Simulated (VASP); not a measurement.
Given:

```xyz
2
Lattice="0.0000 3.2487 3.2487 3.2487 0.0000 3.2487 3.2487 3.2487 0.0000" Properties=species:S:1:pos:R:3 pbc="T T T"
Cd     0.0000     0.0000     0.0000
Te     4.8730     4.8730     4.8730
```

These are PBEsol GGA, VASP's PBE PAW potentials (set 64) (plane waves; VASP 6.6.1) values and carry that method's errors. Settings: PREC = Normal, EDIFF = 1E-5, 400 eV cut-off, 8×8×8 Γ-centred mesh, Gaussian smearing of 0.050 eV, potentials Cd Te.

Unless said otherwise, spin-orbit coupling is left out, though it shifts the bands of the heavy elements here.

Task: What does the run give for the energy per atom (σ→0), band gap (on the k-mesh) with the smallest direct gap where there is one?

Result: 
- band gap (on the k-mesh) = 0.64 eV
- smallest direct gap (on the k-mesh) = 0.64 eV
- energy per atom (σ→0) = -2.744 eV/atom

The absolute energy has meaning only against runs of the same code, potentials and settings.

The compound is CdTe in the zinc blende structure. It was relaxed first.
